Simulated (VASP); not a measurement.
# NaB (I4/mmm) in VASP: a series of runs

The runs below take NaB through single point, with PBE.

All numbers are computed with VASP 6.6.1; they aren't measurements. Logs are shortened: lines on timing, memory, paths and dates and some standing lists are left out, and cuts for length are marked.

### 1 The cell of the first run

Symmetry: I4/mmm, No. 139, tetragonal system. Conventional cell: a = 3.909 Å, b = 3.909 Å, c = 5.207 Å, α = 90.00°, β = 90.00°, γ = 90.00°. Na (site symmetry 4/mmm) is surrounded by 6 B at 2.60 to 2.76 Å. Around B (site symmetry 4/mmm) lie 6 Na at 2.60 to 2.76 Å.

The cell comes from a database or a generator and needn't be the stable form of this composition.

### 2 Single point, PBE (strain +0.030 along x and y, -0.030 along z, atoms carried along)

File INCAR:

```
SYSTEM = NaB
PREC = Accurate ; ENCUT = 520
EDIFF = 1E-6 ; ISMEAR = 0
SIGMA = 0.15 ; LREAL = .FALSE.
LASPH = .TRUE. ; NELM = 100
ALGO = Fast ; ISIF = 2
LWAVE = .FALSE. ; LCHARG = .FALSE.
GGA = PE ; NBANDS = 12
```

File KPOINTS:

```
regular mesh
0
G
  16 16 16
  0 0 0
```

File POSCAR:

```
NaB
1.0
    0.0000000000      2.7643850700      2.6033529300
    2.7643850700      0.0000000000      2.6033529300
    2.7643850700      2.7643850700      0.0000000000
Na B
1 1
Direct
    0.0000000000      0.0000000000      0.0000000000
    0.5000000000      0.5000000000      0.5000000000
```

Potentials or basis: VASP PAW PBE potentials, release 64 (Na_pv, B).

Launch:

```bash
cat potpaw_PBE.64/Na_pv/POTCAR potpaw_PBE.64/B/POTCAR > POTCAR
mpirun -np 1 vasp_std > vasp.out
```

OUTCAR:

```text
SYSTEM = NaB
   PREC = Accurate
   ENCUT = 520
   EDIFF = 1E-6
   ISMEAR = 0
   LREAL = .FALSE.
   LASPH = .TRUE.
   NELM = 100
   ISIF = 2
   GGA = PE

 ion  position               nearest neighbor table
   1  0.000  0.000  0.000-
   2  0.500  0.500  0.500-

  LATTYP: Found a body centered tetragonal cell.
 ALAT       =     3.9094308576
 C/A-ratio  =     1.3318321898

  Lattice vectors:

 A1 = (   0.0000000000,  -2.7643850700,  -2.6033529300)
 A2 = (   0.0000000000,   2.7643850700,  -2.6033529300)
 A3 = (   2.7643850700,   0.0000000000,   2.6033529300)

Analysis of symmetry for initial positions (statically):
=====================================================================
 Subroutine PRICEL returns:
 Original cell was already a primitive cell.

 Routine SETGRP: Setting up the symmetry group for a
 body centered tetragonal supercell.

 Subroutine GETGRP returns: Found 16 space group operations
 (whereof 16 operations were pure point group operations)
 out of a pool of 16 trial point group operations.

The static configuration has the point symmetry D_4h.

Analysis of symmetry for dynamics (positions and initial velocities):
=====================================================================
 Subroutine PRICEL returns:
 Original cell was already a primitive cell.

 Routine SETGRP: Setting up the symmetry group for a
 body centered tetragonal supercell.

 Subroutine GETGRP returns: Found 16 space group operations
 (whereof 16 operations were pure point group operations)
 out of a pool of 16 trial point group operations.

The dynamic configuration has the point symmetry D_4h.

 Subroutine INISYM returns: Found 16 space group operations
 (whereof 16 operations are pure point group operations),
 and found     1 'primitive' translations

----------------------------------------------------------------------------------------

                                     Primitive cell

  volume of cell :      39.7887

  direct lattice vectors                    reciprocal lattice vectors
     0.000000000  2.764385070  2.603352930    -0.180872052  0.180872052  0.192060014
     2.764385070  0.000000000  2.603352930     0.180872052 -0.180872052  0.192060014
     2.764385070  2.764385070  0.000000000     0.180872052  0.180872052 -0.192060014

  length of vectors
     3.797271559  3.797271559  3.909430858     0.319869422  0.319869422  0.319869422

  position of ions in fractional coordinates (direct lattice)
     0.000000000  0.000000000  0.000000000
     0.500000000  0.500000000  0.500000000

  ion indices of the primitive-cell ions
   primitive index   ion index
                 1           1
                 2           2
[... 87 lines left out ...]
   ISMEAR =     0;   SIGMA  =   0.15  broadening in eV -4-tet -1-fermi 0-gaus
   EFERMI_NEDOS =   21; number of points for ismear=-14 and -15
   IALGO  =     68    algorithm
   IMIX   =      4    mixing-type and parameters
     AMIX     =   0.40;   BMIX     =  1.00
     AMIX_MAG =   1.60;   BMIX_MAG =  1.00
  volume/ion in A,a.u.               =      19.89       134.25
  Fermi-wavevector in a.u.,A,eV,Ry     =   1.033130  1.952332 14.522270  1.067357
  Thomas-Fermi vector in A             =   2.167361
   LORBIT       =      0    0 simple, 1 ext, 2 COOP (PROOUT), +10 PAW based schemes
   GGA     = PE    functional components
   LHFCALC =     F    Hartree Fock is set to
   AEXX    =    0.0000 exact exchange contribution
   IVDW    =     0    specifies the selected vdW correction
   LEPSILON=     F    determine dielectric tensor
   LRPA    =     F    only Hartree local field effects (RPA)
 non-spin polarized calculation
 RMM-DIIS sequential band-by-band and
 Gauss-broadening in eV      SIGMA  =   0.15
  energy-cutoff  :      520.00
  volume of cell :       39.79
 maximum number of plane-waves:      1090
   NGX = 15   NGY = 15   NGZ = 15

 number of electron      10.0000000 magnetization

 number of electron       9.9999996 magnetization

 Free energy of the ion-electron system (eV)
  ---------------------------------------------------
  ext. energy  EPLUGINS =         0.00000000
  ---------------------------------------------------
  free energy    TOTEN  =        -4.29020525 eV

  energy without entropy =       -4.27773638  energy(sigma->0) =       -4.28397081

 E-fermi :   0.6479     XC(G=0):  -8.2145

 val. band max:        0.6447634922   @ k =   0.3125  -0.0000   0.1250
 cond. band min:       0.6499504450   @ k =  -0.1875   0.5000   0.3125
 fundamental gap:      0.0051869528
 Fermi energy:         0.6479312242

 k-point     1 :       0.0000    0.0000    0.0000
  band No.  band energies     occupation
      1     -22.4463      2.00000
      2     -22.4359      2.00000
      3     -22.4359      2.00000
      4      -6.4408      2.00000
      5       2.9057      0.00000
      6       2.9660      0.00000
      7       2.9660      0.00000
      8       7.7350      0.00000
      9      10.6490      0.00000
     10      10.6490      0.00000
     11      11.0588      0.00000
     12      12.9946      0.00000
[... 331 lines left out ...]
 k-point    24 :      -0.0625    0.0625    0.0000
  band No.  band energies     occupation
      1     -22.4474      2.00000
      2     -22.4388      2.00000
      3     -22.4362      2.00000
      4      -6.3247      2.00000
      5       2.5721      0.00000
      6       2.7635      0.00000
      7       2.9198      0.00000
      8       8.0336      0.00000
      9      10.0429      0.00000
     10      10.8012      0.00000
     11      11.2623      0.00000
     12      13.0337      0.00000

 [... further k-points ...]

------------------------ aborting loop because EDIFF is reached ----------------------------------------

  FORCE on cell =-STRESS in cart. coord.  units (eV):
  Direction    XX          YY          ZZ          XY          YZ          ZX
  --------------------------------------------------------------------------------------
  -------------------------------------------------------------------------------------
  Total       -0.4432240     -0.4432240      0.7020465      0.0000000     -0.0000000      0.0000000
  in kB      -17.8473479    -17.8473479     28.2693824      0.0000000     -0.0000000      0.0000000
  external PRESSURE =      -2.4751045 kB  Pullay stress =       0.0000000 kB

 VOLUME and BASIS-vectors are now :
 -----------------------------------------------------------------------------
  energy-cutoff  :      520.00
  volume of cell :       39.79
      direct lattice vectors                 reciprocal lattice vectors
     0.000000000  2.764385070  2.603352930    -0.180872052  0.180872052  0.192060014
     2.764385070  0.000000000  2.603352930     0.180872052 -0.180872052  0.192060014
     2.764385070  2.764385070  0.000000000     0.180872052  0.180872052 -0.192060014

 POSITION                                       TOTAL-FORCE (eV/Angst)
 -----------------------------------------------------------------------------------
      0.00000      0.00000      0.00000         0.000000     -0.000000     -0.000000
      2.76439      2.76439      2.60335        -0.000000      0.000000      0.000000
 -----------------------------------------------------------------------------------
    total drift:                               -0.000000      0.000000      0.000000

  FREE ENERGIE OF THE ION-ELECTRON SYSTEM (eV)
  ---------------------------------------------------
  free  energy   TOTEN  =        -4.2902052453 eV

  energy  without entropy=       -4.2777363820  energy(sigma->0) =       -4.28397081
```

OSZICAR:

```text
N       E                     dE             d eps       ncg     rms          rms(c)
DAV:   1     0.466749206146E+02    0.46675E+02   -0.52608E+03  8428   0.804E+02
DAV:   2    -0.225549698385E+01   -0.48930E+02   -0.47674E+02  8860   0.206E+02
DAV:   3    -0.428635641796E+01   -0.20309E+01   -0.20078E+01 10416   0.396E+01
DAV:   4    -0.430953025506E+01   -0.23174E-01   -0.23154E-01  8956   0.426E+00
DAV:   5    -0.430977541561E+01   -0.24516E-03   -0.24516E-03 10328   0.463E-01    0.566E-01
RMM:   6    -0.429460410020E+01    0.15171E-01   -0.62410E-03  9861   0.384E-01    0.329E-01
RMM:   7    -0.429024779808E+01    0.43563E-02   -0.83737E-03 10140   0.543E-01    0.112E-01
RMM:   8    -0.429019946933E+01    0.48329E-04   -0.62359E-04 10319   0.316E-01    0.135E-02
RMM:   9    -0.429020237567E+01   -0.29063E-05   -0.83668E-05 12290   0.929E-02    0.648E-03
RMM:  10    -0.429020433393E+01   -0.19583E-05   -0.19107E-05 11894   0.572E-02    0.381E-03
RMM:  11    -0.429020524527E+01   -0.91135E-06   -0.51207E-06 11778   0.239E-02
   1 F= -.42902052E+01 E0= -.42839708E+01  d E =-.124689E-01
```

stdout:

```text
POSCAR found type information on POSCAR NaB
 POSCAR found :  2 types and       2 ions
 scaLAPACK will be used
 LDA part: xc-table for (Slater+PW92), standard interpolation
 POSCAR, INCAR and KPOINTS ok, starting setup
 FFT: planning ... GRIDC
 FFT: planning ... GRID_SOFT
 FFT: planning ... GRID
 WAVECAR not read
 entering main loop
```

It took 82 s on 1 thread of Intel Xeon Platinum 8559C (Emerald Rapids), shared host; peak memory 0.27 GiB.

Results:

| Property | Result |
| --- | --- |
| Free energy | -4.2902 eV |
| Pressure | -0.2 GPa |
| Band gap on the k mesh | none (metal or under the smearing width) |

Stress tensor (GPa, compression positive):
```
-1.78  0.00  0.00
 0.00 -1.78  0.00
 0.00  0.00  2.83
```

Levels at points of the mesh, in eV from the Fermi level:
| k point | band 1 | band 2 | band 3 | band 4 | band 5 | band 6 | band 7 | band 8 | band 9 | band 10 |
| --- | --- | --- | --- | --- | --- | --- | --- | --- | --- | --- |
| (0.00, 0.00, 0.00) | -23.09 | -23.08 | -23.08 | -7.09 | 2.26 | 2.32 | 2.32 | 7.09 | 10.00 | 10.00 |
| (0.50, 0.00, 0.00) | -23.13 | -23.09 | -23.09 | -5.27 | -1.88 | 1.62 | 1.80 | 6.83 | 9.79 | 10.69 |
| (0.50, 0.50, 0.00) | -23.13 | -23.10 | -23.10 | -4.64 | -1.24 | 0.78 | 0.78 | 5.78 | 6.54 | 11.49 |
| (0.50, 0.00, 0.50) | -23.12 | -23.11 | -23.09 | -4.88 | -1.47 | 0.92 | 1.18 | 6.16 | 6.81 | 11.10 |

### 3 Single point, PBE (strain -0.030 along x and y, +0.030 along z, atoms carried along)

File INCAR:

```
ALGO = Fast
EDIFF = 1E-6
ENCUT = 520
GGA = PE
ISIF = 2
ISMEAR = 0
LASPH = True
LCHARG = False
LREAL = False
LWAVE = False
NBANDS = 12
NELM = 100
PREC = Accurate
SIGMA = 0.15
```

File KPOINTS:

```
k-points
0
Gamma
  16 16 16
```

File POSCAR:

```
NaB
1.0
    0.0000000000      2.6033529300      2.7643850700
    2.6033529300      0.0000000000      2.7643850700
    2.6033529300      2.6033529300      0.0000000000
Na B
1 1
Direct
    0.0000000000      0.0000000000      0.0000000000
    0.5000000000      0.5000000000      0.5000000000
```

Potentials or basis: VASP PAW PBE potentials, release 64 (Na_pv, B).

Launch:

```bash
cat potpaw_PBE.64/Na_pv/POTCAR potpaw_PBE.64/B/POTCAR > POTCAR
mpirun -np 1 vasp_std > vasp.out
```

It took 64 s on 1 thread of Intel Xeon Platinum 8559C (Emerald Rapids), shared host; peak memory 0.25 GiB.

The run converged. Its results:

* Free energy: -4.2859 eV
* Pressure: 1.4 GPa
* Band gap on the k mesh: none (metal or under the smearing width)

Stress tensor (GPa, compression positive):
```
 2.94  0.00  0.00
 0.00  2.94  0.00
 0.00  0.00 -1.78
```

Levels at points of the mesh, in eV from the Fermi level:
```tsv
k point	band 1	band 2	band 3	band 4	band 5	band 6	band 7	band 8	band 9	band 10
(0.00, 0.00, 0.00)	-23.01	-23.01	-23.00	-7.27	2.43	2.43	2.45	7.68	10.09	10.53
(0.50, 0.00, 0.00)	-23.05	-23.01	-23.01	-5.28	-1.99	1.68	1.90	7.13	10.24	10.99
(0.50, 0.50, 0.00)	-23.04	-23.02	-23.02	-4.97	-1.63	1.20	1.20	6.34	7.33	11.52
(0.50, 0.00, 0.50)	-23.05	-23.03	-23.01	-4.68	-1.41	0.78	1.05	5.98	6.99	11.88
```

### 4 Single point, PBE (strain -0.030 along x and y, -0.030 along z, atoms carried along)

File INCAR:

```
SYSTEM = NaB
PREC = Accurate
ENCUT = 520
EDIFF = 1E-6
ISMEAR = 0
SIGMA = 0.15
LREAL = .FALSE.
LASPH = .TRUE.
NELM = 80
ALGO = Normal
ISIF = 2
LWAVE = .FALSE.
LCHARG = .FALSE.
GGA = PE
NBANDS = 12
```

File KPOINTS:

```
Automatic mesh
0
G
  16 16 16
  0 0 0
```

File POSCAR:

```
NaB
1.0
    0.0000000000      2.6033529300      2.6033529300
    2.6033529300      0.0000000000      2.6033529300
    2.6033529300      2.6033529300      0.0000000000
Na B
1 1
Direct
    0.0000000000      0.0000000000      0.0000000000
    0.5000000000      0.5000000000      0.5000000000
```

Launch:

```bash
cat potpaw_PBE.64/Na_pv/POTCAR potpaw_PBE.64/B/POTCAR > POTCAR
mpirun -np 1 vasp_std > vasp.out
```

Run time: 22 s. Hardware: 1 thread of Intel Xeon Platinum 8559C (Emerald Rapids), shared host; peak memory 0.19 GiB.

Results (log left out):

```yaml
Free_energy: -4.2800 eV
Pressure: 3.2 GPa
Band_gap_on_the_k_mesh: none (metal or under the smearing width)
```

Levels at points of the mesh, in eV from the Fermi level:
| k point | band 2 | band 3 | band 4 | band 5 | band 6 | band 7 | band 8 | band 9 |
| --- | --- | --- | --- | --- | --- | --- | --- | --- |
| (0.00, 0.00, 0.00) | -22.93 | -22.93 | -7.46 | 2.58 | 2.58 | 2.58 | 8.38 | 10.60 |
| (0.50, 0.00, 0.00) | -22.94 | -22.94 | -5.30 | -2.12 | 1.87 | 1.87 | 7.51 | 10.92 |
| (0.50, 0.50, 0.00) | -22.95 | -22.95 | -4.75 | -1.58 | 1.05 | 1.05 | 6.15 | 7.48 |

### 5 Single point, PBE (strain +0.030 along x and y, +0.000 along z, atoms carried along)

File INCAR:

```
PREC     = Accurate       # precision mode
ENCUT    = 520            # plane-wave cutoff, eV
EDIFF    = 1E-6           # SCF threshold, eV
ISMEAR   = 0              # smearing method
SIGMA    = 0.15           # smearing width, eV
LREAL    = False          # projectors in reciprocal space
LASPH    = True           # aspherical terms in the spheres
NELM     = 100            # most SCF steps
ALGO     = Fast           # electronic algorithm
ISIF     = 2              # what is computed and relaxed
LWAVE    = False          # write WAVECAR
LCHARG   = False          # write CHGCAR
GGA      = PE             # functional
NBANDS   = 12             # bands
```

File KPOINTS:

```
Automatic mesh
0
Gamma
  16 16 16
```

File POSCAR:

```
NaB
1.0
    0.0000000000      2.7643850700      2.6838690000
    2.7643850700      0.0000000000      2.6838690000
    2.7643850700      2.7643850700      0.0000000000
Na B
1 1
Direct
    0.0000000000      0.0000000000      0.0000000000
    0.5000000000      0.5000000000      0.5000000000
```

Launch:

```bash
cat potpaw_PBE.64/Na_pv/POTCAR potpaw_PBE.64/B/POTCAR > POTCAR
mpirun -np 1 vasp_std > vasp.out
```

Run time: 86 s. Hardware: 1 thread of Intel Xeon Platinum 8559C (Emerald Rapids), shared host; peak memory 0.28 GiB.

Results (log left out):

- Free energy: -4.3010 eV
- Pressure: -1.1 GPa
- Band gap on the k mesh: none (metal or under the smearing width)

Stress tensor (GPa, compression positive):
```
-1.73  0.00  0.00
 0.00 -1.73  0.00
 0.00  0.00  0.21
```

Levels at points of the mesh, in eV from the Fermi level:
```
           k point  band 2  band 3  band 4  band 5  band 6  band 7  band 8  band 9
(0.00, 0.00, 0.00)  -23.13  -23.13   -7.00    2.21    2.24    2.24    6.82    9.93
(0.50, 0.00, 0.00)  -23.14  -23.14   -5.26   -1.83    1.63    1.72    6.71    9.81
(0.50, 0.50, 0.00)  -23.14  -23.14   -4.73   -1.28    0.84    0.84    5.86    6.42
(0.50, 0.00, 0.50)  -23.15  -23.14   -4.85   -1.39    0.91    1.04    6.04    6.55
```

### 6 Summary

| cell | gap on the mesh (eV) | pressure (GPa) |
| --- | --- | --- |
| strain +0.030 along x and y, -0.030 along z, atoms carried along | none | -0.2 |
| strain -0.030 along x and y, +0.030 along z, atoms carried along | none | 1.4 |
| strain -0.030 along x and y, -0.030 along z, atoms carried along | none | 3.2 |
| strain +0.030 along x and y, +0.000 along z, atoms carried along | none | -1.1 |

Alike in all rows: task single point; level PBE; potentials or basis VASP PAW PBE potentials, release 64 (Na_pv, B); no spin polarisation; k mesh 16 × 16 × 16; cutoff (eV) 520; smearing gaussian 0.15 eV.

Absolute energies hang on the potentials; compare differences alone.
